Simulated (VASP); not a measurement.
Crystal: SiC.

```xyz
8
Lattice="3.0932 0.0000 0.0000 -1.5466 2.6788 0.0000 0.0000 0.0000 10.1266" Properties=species:S:1:pos:R:3 pbc="T T T"
Si    1.5466    0.8929    9.4972
Si    0.0000    1.7859    4.4339
Si    0.0000    0.0000    6.9661
Si   -1.5466    2.6788    1.9028
C     1.5466    0.8929    7.5930
C     0.0000    1.7859    2.5297
C     0.0000    0.0000    5.0678
C     0.0000    0.0000    0.0045
```

The cell is a database's computed one.

Base run:

| Property | Result |
| --- | --- |
| Program | VASP 6.6.1 |
| Functional | r2SCAN |
| Potentials or basis | VASP PAW PBE potentials, release 64 (Si, C) |
| Cutoff | 520 eV |
| k mesh | 12 × 12 × 3 |
| Occupations | gaussian, width 0.03 eV |
| Spin | no spin polarisation |

Its results: band gap on the k mesh 2.60 eV, indirect (least direct gap 3.78 eV).

Question: The run is repeated on the same cell with these changes: functional from r2SCAN to TB-mBJ. What comes out?

Answer: Band gap on the k mesh 3.17 eV, indirect (least direct gap 4.33 eV).
